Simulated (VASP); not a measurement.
Method: PBE GGA, VASP's PBE PAW potentials (set 64) (plane waves; VASP 6.6.1).

Input for VASP

**KPOINTS**
```
Automatic mesh
0
Gamma
17 17 9
0 0 0
```

POSCAR:
```
Co
1
    1.2705850726    -2.2007181371     0.0000000000
    1.2705850726     2.2007181371     0.0000000000
    0.0000000000     0.0000000000     4.1073498347
Co
2
Direct
  0.3333330000   0.6666670000   0.2500000000
  0.6666670000   0.3333330000   0.7500000000
```

**INCAR**
```
ALGO  =  Normal
EDIFF  =  1E-7
EDIFFG  =  -0.01
ENCUT  =  520
GGA  =  PE
IBRION  =  2
ISIF  =  4
ISMEAR  =  1
ISPIN  =  2
LASPH  =  .TRUE.
LCHARG  =  .FALSE.
LMAXMIX  =  4
LORBIT  =  10
LREAL  =  .FALSE.
LWAVE  =  .FALSE.
MAGMOM  =  2*1.6
NELM  =  100
NSW  =  30
PREC  =  Accurate
SIGMA  =  0.1
SYSTEM  =  Co
```

POTCAR, in this order: Co (PBE.64 set). Program: vasp_std.

The resulting files:

OUTCAR:
```
 ion  position               nearest neighbor table
   1  0.333  0.667  0.250-   2 2.52   2 2.52   2 2.52   2 2.52   2 2.52   2 2.52
   2  0.667  0.333  0.750-   1 2.52   1 2.52   1 2.52   1 2.52   1 2.52   1 2.52
  LATTYP: Found a hexagonal cell.
 ALAT       =     2.5411703496
 C/A-ratio  =     1.6163221153
 Subroutine PRICEL returns:
 Original cell was already a primitive cell.
 Subroutine GETGRP returns: Found 24 space group operations
The static configuration has the point symmetry D_3d.
 The point group associated with its full space group is D_6h.
The dynamic configuration has the point symmetry D_3d.
The overall configuration has the point symmetry D_3d.
 Subroutine INISYM returns: Found 24 space group operations
 Subroutine IBZKPT returns following result:
 Found    165 irreducible k-points:

 Following reciprocal coordinates:
            Coordinates               Weight
  0.000000  0.000000  0.000000      1.000000
  0.058824  0.000000  0.000000      6.000000
  0.117647  0.000000  0.000000      6.000000
  0.176471 -0.000000  0.000000      6.000000
  0.235294  0.000000  0.000000      6.000000
  0.294118  0.000000  0.000000      6.000000
  0.352941 -0.000000  0.000000      6.000000
  0.411765  0.000000  0.000000      6.000000
  0.470588  0.000000  0.000000      6.000000
  0.058824  0.058824  0.000000      6.000000
  0.117647  0.058824  0.000000     12.000000
  0.176471  0.058824  0.000000     12.000000
  0.235294  0.058824  0.000000     12.000000
  0.294118  0.058824  0.000000     12.000000
  0.352941  0.058824  0.000000     12.000000
  0.411765  0.058824  0.000000     12.000000
  0.470588  0.058824  0.000000      6.000000
  0.117647  0.117647  0.000000      6.000000
  0.176471  0.117647  0.000000     12.000000
  0.235294  0.117647  0.000000     12.000000
  0.294118  0.117647  0.000000     12.000000
  0.352941  0.117647  0.000000     12.000000
  0.411765  0.117647  0.000000     12.000000
  0.176471  0.176471  0.000000      6.000000
  0.235294  0.176471  0.000000     12.000000
  0.294118  0.176471  0.000000     12.000000
  0.352941  0.176471  0.000000     12.000000
  0.411765  0.176471  0.000000      6.000000
  0.235294  0.235294  0.000000      6.000000
  0.294118  0.235294  0.000000     12.000000
  0.352941  0.235294  0.000000     12.000000
  0.294118  0.294118  0.000000      6.000000
  0.352941  0.294118  0.000000      6.000000
  0.000000  0.000000  0.111111      2.000000
  0.058824  0.000000  0.111111     12.000000
  0.117647  0.000000  0.111111     12.000000
  0.176471 -0.000000  0.111111     12.000000
  0.235294  0.000000  0.111111     12.000000
  0.294118  0.000000  0.111111     12.000000
  0.352941 -0.000000  0.111111     12.000000
   k-points           NKPTS =    165   k-points in BZ     NKDIM =    165   number of bands    NBANDS=     15
   number of dos      NEDOS =    301   number of ions     NIONS =      2
   total plane-waves  NPLWV =  12800
   dimension x,y,z NGX =    20 NGY =   20 NGZ =   32
   dimension x,y,z NGXF=    40 NGYF=   40 NGZF=   64
   ions per type =               2
   PREC   = accura    normal or accurate (medium, high low for compatibility)
   ISTART =      0    job   : 0-new  1-cont  2-samecut
   ICHARG =      2    charge: 1-file 2-atom 10-const
   ISPIN  =      2    spin polarized calculation?
   LNONCOLLINEAR =      F non collinear calculations
   LSORBIT =      F    spin-orbit coupling
   INIWAV =      1    electr: 0-lowe 1-rand  2-diag
   ENCUT  =  520.0 eV  38.22 Ry    6.18 a.u.   4.72  4.72  7.64*2*pi/ulx,y,z
   NELM   =    100;   NELMIN=  2; NELMDL= -5     # of ELM steps
   EDIFF  = 0.1E-06   stopping-criterion for ELM
...
```

File OSZICAR:
```
       N       E                     dE             d eps       ncg     rms          rms(c)
DAV:   1     0.800844825036E+02    0.80084E+02   -0.83369E+03 10084   0.156E+03
DAV:   2    -0.139735692019E+02   -0.94058E+02   -0.86992E+02  9921   0.254E+02
DAV:   3    -0.161358990125E+02   -0.21623E+01   -0.21008E+01 11895   0.548E+01
DAV:   4    -0.161679561450E+02   -0.32057E-01   -0.32049E-01 14161   0.510E+00
DAV:   5    -0.161682696013E+02   -0.31346E-03   -0.31345E-03 12288   0.474E-01    0.142E+01
DAV:   6    -0.145659494761E+02    0.16023E+01   -0.15245E+01 10488   0.780E+01    0.790E+00
DAV:   7    -0.140514753955E+02    0.51447E+00   -0.22679E+00 10803   0.293E+01    0.372E+00
DAV:   8    -0.140400574493E+02    0.11418E-01   -0.23111E-02 13768   0.166E+00    0.172E+00
DAV:   9    -0.140250908222E+02    0.14967E-01   -0.61087E-03 14584   0.133E+00    0.597E-01
DAV:  10    -0.140252810452E+02   -0.19022E-03   -0.13396E-03 13241   0.516E-01    0.169E-01
DAV:  11    -0.140250698295E+02    0.21122E-03   -0.11155E-04 13850   0.139E-01    0.289E-02
DAV:  12    -0.140250667761E+02    0.30534E-05   -0.52611E-06 11187   0.224E-02    0.178E-02
DAV:  13    -0.140250663247E+02    0.45136E-06   -0.16403E-06 15461   0.168E-02    0.606E-03
DAV:  14    -0.140250663640E+02   -0.39261E-07   -0.34376E-07 10775   0.625E-03
   1 F= -.14025066E+02 E0= -.14025274E+02  d E =-.140251E+02  mag=     3.3098
```

### OUTCAR
```
------------------------ aborting loop because EDIFF is reached ----------------------------------------
  FORCE on cell =-STRESS in cart. coord.  units (eV):
  Direction    XX          YY          ZZ          XY          YZ          ZX
  --------------------------------------------------------------------------------------
  Total       -1.5421498     -1.5421501     -1.5619110      0.0000000      0.0000000     -0.0000000
  in kB     -107.5665592   -107.5665823   -108.9449234      0.0000000      0.0000000     -0.0000000
  external PRESSURE =    -108.0260216 kB  Pullay stress =       0.0000000 kB
  volume of cell :       22.97
      direct lattice vectors                 reciprocal lattice vectors
     1.270585073 -2.200718137  0.000000000     0.393519498 -0.227198564  0.000000000
     1.270585073  2.200718137  0.000000000     0.393519498  0.227198564  0.000000000
     0.000000000  0.000000000  4.107349835     0.000000000  0.000000000  0.243465992
 POSITION                                       TOTAL-FORCE (eV/Angst)
 -----------------------------------------------------------------------------------
      1.27059      0.73357      1.02684         0.000000     -0.000000      0.000000
      1.27059     -0.73357      3.08051        -0.000000      0.000000      0.000000
 -----------------------------------------------------------------------------------
    total drift:                                0.000000      0.000007     -0.000028
  FREE ENERGIE OF THE ION-ELECTRON SYSTEM (eV)
  ---------------------------------------------------
  free  energy   TOTEN  =       -14.0250663640 eV

  energy  without entropy=      -14.0256893780  energy(sigma->0) =      -14.02527404

 total charge

# of ion       s       p       d       tot
------------------------------------------
    1        0.466   0.474   7.228   8.168
    2        0.466   0.474   7.228   8.168
--------------------------------------------------
tot          0.932   0.947  14.456  16.336

 magnetization (x)

# of ion       s       p       d       tot
------------------------------------------
    1       -0.014  -0.053   1.754   1.686
    2       -0.014  -0.053   1.754   1.686
--------------------------------------------------
tot         -0.028  -0.107   3.507   3.373

 reached required accuracy - stopping structural energy minimisation
```
(Selected blocks of OUTCAR.)

The compound is Co in the hcp structure. This cell is one point of a volume scan, at 1.06 of the reference volume.
